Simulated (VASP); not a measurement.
Data:

```xyz
3
Lattice="0.0000 2.9847 2.9847 2.9847 0.0000 2.9847 2.9847 2.9847 0.0000" Properties=species:S:1:pos:R:3 pbc="T T T"
Al     1.4923     1.4923     1.4923
Al     4.4770     4.4770     4.4770
Au     0.0000     0.0000     0.0000
```

Computed with RPBE GGA, VASP's PBE PAW potentials (set 64) (plane waves; VASP). Numerical set-up: 520 eV cut-off, 9×9×9 Γ-centred mesh, first-order Methfessel-Paxton smearing of 0.10 eV, potentials Al Au.

Problem. Give the stress tensor in GPa (positive for a compressed cell).

Solution. 
```
7.11  0.00  0.00
0.00  7.11  0.00
0.00  0.00  7.11
```
The pressure is its mean diagonal, 7.11 GPa.

The compound is AuAl2 in the fluorite structure. This cell is one point of a volume scan, at 0.94 of the reference volume. The electron count is odd and the run is not spin-polarised, which forces a metal.
